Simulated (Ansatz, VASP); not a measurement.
# Cross-check of BiAs between VASP and Ansatz, part 2 of 3

Wanted: the spread between two codes on one cell, functional and k mesh. The cell is invented: As first built, before any earlier steps moved the atoms (in the runner's words): it takes the AlAs structure with some of its atoms replaced by other elements, volume scaled by an estimate. It may not be a known or stable phase. The cell is taken from a series of VASP runs on this material, whose earlier steps may have relaxed, scaled or displaced it; both programs get it as it stands. Valence electrons are named where the data sets of a main pair hold unlike numbers.

VASP 6.6.1 and Ansatz 0.2.0.

So far: Starting point; VASP: band structure, PBE0.

**3. Ansatz: band structure, PBE0**

Level of this step: Ansatz beside VASP: Kohn-Sham DFT, plane waves, PBE0 (Ansatz).

Ansatz runs on its default PAW (the set named soft_2) files.

The same cell, functional, mesh and smearing now go to Ansatz, which takes its cutoff from its data sets.

Input file input.yaml:

```yaml
crystal:
  lattice:
    - [5.0716037739, -9.1e-08, 0.0]
    - [-2.5358025406, 4.3921383167, 0.0]
    - [0.0, 0.0, 6.3422180812]
  atoms:
    - { symbol: Bi, position: [0.33333333, 0.66666667, 0.9681709195] }
    - { symbol: Bi, position: [0.66666667, 0.33333333, 0.4681709195] }
    - { symbol: As, position: [0.33333333, 0.66666667, 0.4078290805] }
    - { symbol: As, position: [0.66666667, 0.33333333, 0.9078290805] }
hamiltonian:
  xc: pbe0
  pseudopotentials: { kind: paw }
kpoints:
  mp_grid: { grid: [3, 3, 2] }
  band_path:
    path:
      - [0.0, 0.0, 0.0]
      - [0.4, 0.0, 0.0]
      - [0.4, 0.2, 0.0]
      - [0.2, 0.2, 0.0]
      - [0.13333, 0.13333, 0.0]
      - [0.0, 0.0, 0.1]
      - [0.0, 0.0, 0.5]
      - [0.4, 0.0, 0.5]
      - [0.4, 0.2, 0.5]
      - [0.2, 0.2, 0.5]
      - [0.5, 0.0, 0.4]
      - [0.33333, 0.33333, 0.0]
      - [0.33333, 0.33333, 0.5]
    npoints: 1
scf:
  occupations: { method: gaussian, width: 0.02 }
  n_extra_bands: 8
output:
  forces: true
  stress: true
  eigenvalues: true
  write_density: true
  write_potential: true
  elf: true
  volumetric_format: npy
```

Command:

```sh
$ ansatz run input.yaml --threads 4 --pin off --max-ram 9216MiB --backend cpu --events-out ev --progress --plain --runs-dir out
```

Numbers of over 12 decimals in the logs are rounded to 6 here.

The log of the run:

```text
Warning: the atoms were moved onto the symmetric positions of the space group found under crystal.symmetry.tolerance 1.0e-5 (fractional; no operation is sought that the atoms, as they stand in a round, miss by more than twice it, and no atom is moved by as much as it), and the run uses the moved positions. Before a round's move an operation carried an atom to 5.07e-8 Å from where it should land, the largest such dist [...]
Warning: output.stress: scf.convergence.dr2_threshold = 1e-7 eV (the SCF's general default) is looser than the 4e-10 eV advised for a printed stress (1e-10 eV for each atom of the cell: 4). What an SCF threshold leaves in a stress goes as its square root, and in the free energy as the threshold itself, and one threshold admits the most on a small cell: [figures from the program's tests cut] Set scf.convergence.dr2_threshold to 4e-10 eV or tighter. The threshold is an SCF's pass mark: one that does not reach it within its budget of iterations ends unconverged, or closes short of it on a stop that the run arms, and scf.convergence.dr2_threshold's page says what that costs each kind of run
Warning: output.stress: scf.exx.energy_threshold = 1e-6 eV is looser than the 4e-8 eV advised for a stress under a hybrid functional (1e-8 eV for each atom of the cell: 4). Every SCF of the exchange loop can meet its threshold on dr2 while the loop round them stops early: no threshold on dr2 bounds what that leaves in the stress. Set scf.exx.energy_threshold to 4e-8 eV or tighter. The threshold is the loop's pass mark: a loop that does not reach it within its budget of cycles ends unconverged, and scf.exx.energy_threshold's page has the law
scf.n_extra_bands = 8 over 30 filled bands (N_el = 60.0): the run solves 38 bands
Engine: ansatz 0.2.0, x86_64-unknown-linux-gnu
Pseudopotentials: kind: paw
Pseudopotential: Bi, paw, valence charge 15, recommended cutoff 420 eV (normal), Bi.paw.azcp
Pseudopotential: As, paw, valence charge 15, recommended cutoff 420 eV (normal), As.paw.azcp
Functional definition: PBE0
  parameter a = 0.25
  parameter kappa = 0.804
  parameter beta = 0.066725
  exchange = (1 - a)*pbe_x(kappa = kappa, mu = beta*pi^2/3) + a*exact_x
  correlation = pbe_c(beta = beta)
Crystal: 4 atoms, lattice volume = 141.274 Å³
Basis set: ecut = 420 eV, 2763 PW (Γ), exchange–correlation on 72×72×90 points (8 copies of the dense FFT grid, shifted against one another)
Bands: 38, of which v1, the nominal top of the filled ones, is band 30 counted from 1 (29 counted from 0)
Symmetry: 12 space group operations
Space group: P63mc (ITA 186), of the structure as read, at distance tolerance 5.2e-5 Å
k-points: 6 of 18
Non-local potential: Bi, projectors of the file, l = 0: 2, l = 1: 2, l = 2: 2, l = 3: 2
Non-local potential: As, projectors of the file, l = 0: 2, l = 1: 2, l = 2: 3, l = 3: 1
PAW form: soft (Blöchl's): semilocal exchange-correlation on the pseudo side does not see the compensation charge
PAW frozen core: Bi, regenerated for the run's functional, and the local potential with it (the file was generated under x = pbe(κ = 0.804, μ = 0.219515), c = pbe(β = 0.066725))
PAW frozen core: As, regenerated for the run's functional, and the local potential with it (the file was generated under x = pbe(κ = 0.804, μ = 0.219515), c = pbe(β = 0.066725))
PAW one-centre angular grid: Bi, 590 points (default); XC on 64 Gauss nodes
PAW one-centre angular grid: As, 590 points (default); XC on 64 Gauss nodes
Initial density: superposition of atomic densities (neutral atoms: chi_scale 0, normalization atom), corrected by the library's trained network
Initial wavefunctions: pseudopotential atomic-orbital guess
Functional: x = pbe(κ = 0.804, μ = 0.219515), c = pbe(β = 0.066725), warm-up for x = 0.75 pbe(κ = 0.804, μ = 0.219515) + 0.25 exact, c = pbe(β = 0.066725)
SCF iter   1: F=—  HF=-34504.890966 eV  |F-HF|=—  |Δ(HF+E_count)|=         —  Δρ=1.77e-3  dr2=4.60e-3  ethr=1.77e-3  ⟨swp⟩=10.0  Hψ=934  notcnv=0
preconditioner: auto → none  [insulator: Δε(μ)=0.564 eV  Ē_g=8.932 eV  σ=0.020 eV  W_gap=1.00  n_scr=22 (ndim 8)  ℏωp=14.0 eV  f_vac=0.138  D(μ)=0.00/eV (n_scr^D=0)]
SCF iter   2: F=—  HF=-34504.893562 eV  |F-HF|=—  |Δ(HF+E_count)|=   2.60e-3  Δρ=8.21e-4  dr2=9.26e-4  ethr=7.67e-6  ⟨swp⟩=5.3  Hψ=751  notcnv=0  defer=5
SCF iter   3: F=—  HF=-34504.894332 eV  |F-HF|=—  |Δ(HF+E_count)|=   7.70e-4  Δρ=3.50e-4  dr2=3.32e-4  ethr=1.54e-6  ⟨swp⟩=3.7  Hψ=520  notcnv=0  defer=2
iter 4 solved again at ethr=3.28e-8 eV; its pass at ethr=5.53e-7 eV (dr2=1.97e-5 eV) is discarded
SCF iter   4: F=-34504.894296 eV  HF=-34504.894295 eV  |F-HF|=1.71e-6  |Δ(HF+E_count)|=   3.75e-5  Δρ=1.12e-4  dr2=2.03e-5  ethr=3.28e-8  ⟨swp⟩=3.3  Hψ=969  notcnv=0  defer=1
SCF 1 stopped early in 4 iterations: F = -34504.894296 eV  dr2 = 2.03e-5
  greatest PAW one-centre occupation: 0.999 electrons in one spin orbital (limit 2), on the As atom at site 2 (counted from 0), in its partial waves of l = 2
Initial density: handed on by an earlier stage of this run
Initial wavefunctions: those handed on with the density
Functional: x = 0.75 pbe(κ = 0.804, μ = 0.219515) + 0.25 exact, c = pbe(β = 0.066725)
Frozen-core exchange: fock
SCF iter   1: F=—  HF=-34508.020269 eV  |F-HF|=—  |Δ(HF+E_count)|=         —  Δρ=4.43e-3  dr2=1.54e-2  ethr=3.38e-7  ⟨swp⟩=10.5  Hψ=1278  notcnv=0
preconditioner: auto → none  [insulator: Δε(μ)=1.333 eV  Ē_g=10.712 eV  σ=0.020 eV  W_gap=1.00  n_scr=22 (ndim 8)  ℏωp=14.0 eV  f_vac=0.145  D(μ)=0.00/eV (n_scr^D=0)]
SCF iter   2: F=—  HF=-34508.007649 eV  |F-HF|=—  |Δ(HF+E_count)|=   1.26e-2  Δρ=1.98e-3  dr2=4.62e-3  ethr=3.38e-7  ⟨swp⟩=4.7  Hψ=842  notcnv=0
SCF iter   3: F=—  HF=-34508.007047 eV  |F-HF|=—  |Δ(HF+E_count)|=   6.02e-4  Δρ=7.79e-4  dr2=3.32e-3  ethr=3.38e-7  ⟨swp⟩=4.2  Hψ=667  notcnv=0
SCF iter   4: F=—  HF=-34508.023752 eV  |F-HF|=—  |Δ(HF+E_count)|=   1.67e-2  Δρ=8.79e-4  dr2=9.11e-4  ethr=3.38e-7  ⟨swp⟩=4.3  Hψ=856  notcnv=0
SCF iter   5: F=—  HF=-34508.023524 eV  |F-HF|=—  |Δ(HF+E_count)|=   2.28e-4  Δρ=1.85e-4  dr2=2.16e-4  ethr=3.38e-7  ⟨swp⟩=3.3  Hψ=590  notcnv=0
SCF iter   6: F=—  HF=-34508.024251 eV  |F-HF|=—  |Δ(HF+E_count)|=   7.27e-4  Δρ=1.71e-4  dr2=7.41e-5  ethr=5.49e-8  ⟨swp⟩=4.2  Hψ=594  notcnv=0
SCF iter   7: F=—  HF=-34508.024329 eV  |F-HF|=—  |Δ(HF+E_count)|=   7.81e-5  Δρ=1.03e-4  dr2=2.97e-5  ethr=5.49e-8  ⟨swp⟩=3.2  Hψ=448  notcnv=0
SCF iter   8: F=-34508.024330 eV  HF=-34508.024330 eV  |F-HF|=7.84e-8  |Δ(HF+E_count)|=   1.39e-6  Δρ=1.03e-5  dr2=1.21e-6  ethr=4.22e-8  ⟨swp⟩=3.2  Hψ=465  notcnv=0
SCF 2 stopped early in 8 iterations: F = -34508.024330 eV  dr2 = 1.21e-6
  Residual-converged pass: ⟨swp⟩=4.2  Hψ=768  notcnv=0  max |occ|·‖R‖ = 6.4e-6 eV (tolerance 6.7e-6 eV)  dr2=1.22e-6  dr2_onsite=5.35e-8  max |Δocc| = 0.0e0
  greatest PAW one-centre occupation: 0.999 electrons in one spin orbital (limit 2), on the As atom at site 3 (counted from 0), in its partial waves of l = 2
hybrid outer 1: dexx = +2.248e-2 eV, tail = 9.94e-5 eV
Frozen-core exchange: fock
SCF iter   1: F=—  HF=-34508.024577 eV  |F-HF|=—  |Δ(HF+E_count)|=         —  Δρ=4.25e-5  dr2=1.48e-6  ethr=8.28e-7  ⟨swp⟩=4.0  Hψ=504  notcnv=0
preconditioner: auto → none  [insulator: Δε(μ)=1.339 eV  Ē_g=10.717 eV  σ=0.020 eV  W_gap=1.00  n_scr=22 (ndim 8)  ℏωp=14.0 eV  f_vac=0.144  D(μ)=0.00/eV (n_scr^D=0)]
SCF iter   2: F=—  HF=-34508.024580 eV  |F-HF|=—  |Δ(HF+E_count)|=   2.96e-6  Δρ=2.71e-5  dr2=7.76e-7  ethr=2.04e-9  ⟨swp⟩=4.5  Hψ=772  notcnv=0
SCF iter   3: F=—  HF=-34508.024580 eV  |F-HF|=—  |Δ(HF+E_count)|=   1.63e-7  Δρ=1.06e-5  dr2=1.10e-7  ethr=1.25e-9  ⟨swp⟩=3.0  Hψ=444  notcnv=0
SCF iter   4: F=—  HF=-34508.024580 eV  |F-HF|=—  |Δ(HF+E_count)|=   1.20e-8  Δρ=3.92e-6  dr2=1.59e-8  ethr=1.55e-10  ⟨swp⟩=3.3  Hψ=464  notcnv=0  defer=6
SCF iter   5: F=—  HF=-34508.024580 eV  |F-HF|=—  |Δ(HF+E_count)|=   8.14e-9  Δρ=1.87e-6  dr2=1.09e-8  ethr=2.58e-11  ⟨swp⟩=4.7  Hψ=556  notcnv=0  defer=3
SCF iter   6: F=-34508.024580 eV  HF=-34508.024580 eV  |F-HF|=6.55e-11  |Δ(HF+E_count)|=   1.51e-9  Δρ=2.87e-7  dr2=8.00e-11  ethr=1.58e-11  ⟨swp⟩=3.2  Hψ=461  notcnv=0  defer=1
SCF 3 converged in 6 iterations: F = -34508.024580 eV  dr2 = 8.00e-11
  Residual-converged pass: ⟨swp⟩=4.0  Hψ=611  notcnv=0  max |occ|·‖R‖ = 6.1e-7 eV (tolerance 6.3e-7 eV)  dr2=8.55e-11  dr2_onsite=2.64e-11  max |Δocc| = 0.0e0
hybrid outer 2: dexx = +1.353e-6 eV, tail = 4.90e-8 eV, Δε = 1.72e-3 eV (about 7.12e-5 eV left of the loop's levels), ΔF = 5.88e-3 eV/Å (tail 9.84e-4)
NSCF: frozen V_eff on 13 k-points
hybrid SCF converged: 2 outer / 14 inner (+4 warm-up), last move |dexx| = 1.35e-6 eV, tail = 4.90e-8 eV
Stability not checked: this state was not tested for a lower state beside it, because the functional holds exact exchange (a hybrid, or Hartree-Fock), whose exchange loop this test does not read (fock_operator; see scf.lower_state_search)
Free energy (F): -34508.024580 eV
Frozen-core exchange: fock
Harris-Foulkes:  -34508.024580 eV  (|F-HF|=6.55e-11)
Internal energy: -34508.024580 eV  (E = F + TS)
E sigma→0 (E₀):  -34508.024580 eV
Fermi energy:    7.371599 eV
--- Per-component energies (eV) ---
  E_band       = -1008.933213
  E_kinetic    = 801.955833
  E_local      = -7783.222403  (includes V_loc(G=0)·N_el)
  E_nonlocal   = -219.026835
  E_hartree    = 3452.660350
  E_xc         = -353.577915
  E_vxc        = -342.320785  (∫ρ·V_xc dr)
  E_exx        = -215.906216  (= α·E_x^exact, valence–valence)
  E_paw        = -24886.667410  (= ΣΔE_a)
  E_vpaw       = 60.172327  (= ΣTr[D̂ρ^β])
  E_aug_tail   = -0.000851  (compensation charges beyond the density's cutoff)
  E_ewald      = -5303.040473
  E_core_change = -1.198660  (= ΣΔE_core)
  E_smearing   = -0.000000  (= −TS)
  E_closure    = -0.000000  (closes the sum)
  Σ components = -34508.024580   (vs F -34508.024580, Δ=0.00e0)
--- Forces (eV/Å), atoms counted from 1 ---
  atom   1  Bi     0.00000000     0.00000000     0.32338537
  atom   2  Bi    -0.00000000    -0.00000000     0.32338537
  atom   3  As     0.00000000    -0.00000000    -0.32364575
  atom   4  As    -0.00000000     0.00000000    -0.32364575
  max |Σ_I F_I| component: 5.21e-4 eV/Å
--- Stress (GPa, compression-positive) ---
       -3.234019       0.000000       0.000000
       -0.000000      -3.234019       0.000000
        0.000000       0.000000       2.059529
  P = ⅓ Tr σ = -1.4695 GPa (-14.695 kbar)
--- Band table (eV; the first three rows and the last of 6) ---
  k-point 0: bands = [... 26 lower, 3.0822, 4.9317, 4.9754, 4.9754, 8.0413, 8.0413, 10.3366, 10.3366, ... 4 higher]
  k-point 1: bands = [... 26 lower, 3.8654, 3.8654, 4.5490, 4.5490, 8.9959, 8.9959, 8.9959, 8.9959, ... 4 higher]
  k-point 2: bands = [... 26 lower, 3.6769, 4.2707, 4.3614, 6.0337, 8.7453, 9.7493, 10.7768, 11.6256, ... 4 higher]
  k-point 5: bands = [... 26 lower, 4.8871, 4.8871, 6.5960, 6.5960, 8.5930, 8.5930, 9.1265, 9.1265, ... 4 higher]
```

Wall time 50 s (4 threads of Intel Xeon 6975P-C (Granite Rapids), shared host); peak memory 1.2 GiB.

In the SCF lines HF is the Harris–Foulkes energy and dr2 the Hartree energy of the density residual, in eV; the loop may stop once dr2 is under the threshold and the program's other checks hold. Hψ counts applications of the Hamiltonian.

**4. Differences**

Known differences besides the potentials themselves: exact exchange at q = 0 is treated differently, which shows on coarse meshes; VASP keeps PBE cores, Ansatz makes them for the functional; the data sets hold 60 valence electrons in Ansatz (on its default PAW (the set named soft_2) files) and 40 in VASP; the cutoff is 420 eV in Ansatz and 400 eV in VASP; VASP takes a coarser grid for exact exchange (PRECFOCK = Fast). Total energies have different zeros and are not compared.

Both answers:

```
                     quantity  Ansatz   VASP  difference
gap over the path points (eV)   0.666  0.703      -0.037
```

Forces (eV/Å; atoms numbered as in POSCAR):

```
atom        Ansatz x, y, z          VASP x, y, z
 Bi1   0.000, 0.000, 0.323   0.000, 0.000, 0.313
 Bi2   0.000, 0.000, 0.323   0.000, 0.000, 0.313
 As3  0.000, 0.000, -0.324  0.000, 0.000, -0.313
 As4  0.000, 0.000, -0.324  0.000, 0.000, -0.313
```

Levels at points of the path, from each program's valence-band top (eV; 4 filled, then empty):

```
k (reciprocal lattice)                                  Ansatz                                    VASP
     0.000 0.000 0.000  -4.18 -2.33 -2.29 -2.29 0.78 0.78 3.07  -4.14 -2.38 -2.29 -2.29 0.84 0.84 3.08
     0.400 0.000 0.000  -3.85 -3.00 -2.99 -1.13 1.97 2.83 3.85  -3.85 -3.00 -2.97 -1.12 2.00 2.88 3.88
     0.400 0.200 0.000   -4.30 -3.58 -1.76 0.00 1.40 2.97 3.15   -4.29 -3.56 -1.73 0.00 1.46 3.03 3.16
     0.200 0.200 0.000  -3.59 -3.26 -2.35 -0.59 0.82 2.77 2.97  -3.59 -3.24 -2.32 -0.57 0.87 2.81 3.00
     0.133 0.133 0.000  -3.10 -3.00 -2.81 -1.38 0.67 1.91 2.93  -3.07 -3.01 -2.79 -1.36 0.70 1.96 2.96
     0.000 0.000 0.100  -4.15 -2.36 -2.36 -2.16 0.82 0.82 2.98  -4.11 -2.35 -2.35 -2.17 0.88 0.88 3.00
     0.000 0.000 0.500  -3.40 -3.40 -2.72 -2.72 1.73 1.73 1.73  -3.36 -3.36 -2.75 -2.75 1.76 1.76 1.76
     0.400 0.000 0.500  -3.02 -3.02 -1.84 -1.84 1.26 1.26 3.09  -3.02 -3.02 -1.83 -1.83 1.32 1.32 3.15
     0.400 0.200 0.500  -2.50 -2.50 -1.04 -1.04 1.08 1.08 2.44  -2.50 -2.50 -1.03 -1.03 1.15 1.15 2.48
     0.200 0.200 0.500  -2.82 -2.82 -1.36 -1.36 1.06 1.06 2.23  -2.82 -2.82 -1.33 -1.33 1.11 1.11 2.29
```

The forces differ by 6.2 meV/Å r.m.s., which is 3.4 % of the r.m.s. force of 0.181 eV/Å (both taken over all components). Among the levels compared at these points, filled levels agree within 43 meV and empty ones within 68 meV.

**5. Ansatz: band structure, HSEsol**

The same path points are solved in both programs, so levels can be compared one by one.

The cell is taken from a series of VASP runs on this material, whose earlier steps may have relaxed, scaled or displaced it; both programs get it as it stands.

Changes to input.yaml since step 3:

```diff
@@ -11,3 +11,6 @@
 hamiltonian:
-  xc: pbe0
+  xc:
+    exchange: hjs_pbesol
+    correlation: pbesol
+    exx: { coeff: 0.25, omega: 0.2 }
   pseudopotentials: { kind: paw }
@@ -21,3 +24,3 @@
       - [0.2, 0.2, 0.0]
-      - [0.13333, 0.13333, 0.0]
+      - [0.06667, 0.06667, 0.0]
       - [0.0, 0.0, 0.1]
```

The log of the run:

```text
[...]
Crystal: 4 atoms, lattice volume = 141.274 Å³
Basis set: ecut = 420 eV, 2763 PW (Γ), exchange–correlation on 72×72×90 points (8 copies of the dense FFT grid, shifted against one another)
Bands: 38, of which v1, the nominal top of the filled ones, is band 30 counted from 1 (29 counted from 0)
Symmetry: 12 space group operations
[...]
k-points: 6 of 18
[...]
P = ⅓ Tr σ = -2.7144 GPa (-27.144 kbar)
--- Band table (eV; the first three rows and the last of 6) ---
  k-point 0: bands = [... 26 lower, 3.3151, 5.1301, 5.1996, 5.1996, 7.5950, 7.5950, 9.8853, 9.8853, ... 4 higher]
  k-point 1: bands = [... 26 lower, 4.0940, 4.0940, 4.7839, 4.7839, 8.5475, 8.5475, 8.5475, 8.5475, ... 4 higher]
  k-point 2: bands = [... 26 lower, 3.8991, 4.4824, 4.5955, 6.2117, 8.3044, 9.2903, 10.3086, 11.1407, ... 4 higher]
  k-point 5: bands = [... 26 lower, 5.1186, 5.1186, 6.7385, 6.7385, 8.1578, 8.1578, 8.6825, 8.6825, ... 4 higher]
[key lines of the parts left out:]
Free energy (F): -34222.499161 eV
Fermi energy:    7.223154 eV
```

Run time: 53 s. Hardware: 4 threads; peak memory 1.2 GiB; 3 min of CPU time.

[end of part 2 of 3]

[Lines on the potential files, build, host, timing and source positions are cut from VASP's logs without a mark.]

[Logs are printed without paths, hosts, clocks, repeated set-up lines and the standing remarks that a program may print on its own settings, such as how far it seeks lower states.]

[Hosts, paths, dates, database ids (printed as entryN), source tags and the programs' standing remarks are cut or masked in the printed files.]
